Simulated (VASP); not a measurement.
AlFe:

```
CELL_PARAMETERS angstrom
2.91000 0.00000 0.00000
0.00000 2.91000 0.00000
0.00000 0.00000 2.91000
ATOMIC_POSITIONS crystal
Al 0.00000 0.00000 0.00000
Fe 0.50000 0.50000 0.50000
```

```yaml
Program: VASP 6.6.1
Task: relaxation of cell and atoms
Functional: PBE
Potentials_or_basis: VASP PAW PBE potentials, release 64 (Al, Fe)
Cutoff: 520 eV
k_mesh: 15 × 15 × 15
Occupations: gaussian, width 0.1 eV
Spin: collinear spin, ferromagnetic start
Starting_moments: "[0.0, 3.0] μB"
```

At the start: pressure -5.8 GPa; volume 12.32 Å³/atom.

Question: How do energy, volume and symmetry change on relaxing?

Answer: Over 3 steps the energy falls by 8.6 meV/atom and the volume is 11.87 Å³/atom (-3.6 %); space group Pm-3m (No. 221, to 0.05 Å); moment 0.71 μB per cell.

Step by step:
```
step  energy change (eV)  largest force (eV/Å)  pressure (GPa)  volume (Å³)
   1              0.0000                0.0000           -5.80        24.64
   2             -0.0065                0.0000            5.24        23.09
   3             -0.0171                0.0000            0.04        23.75
```

Final structure:
```xyz
2
Lattice="2.8743 0.0000 0.0000 0.0000 2.8743 0.0000 0.0000 0.0000 2.8743" Properties=species:S:1:pos:R:3 pbc="T T T"
Al    0.0000    0.0000    0.0000
Fe    1.4372    1.4372    1.4372
```
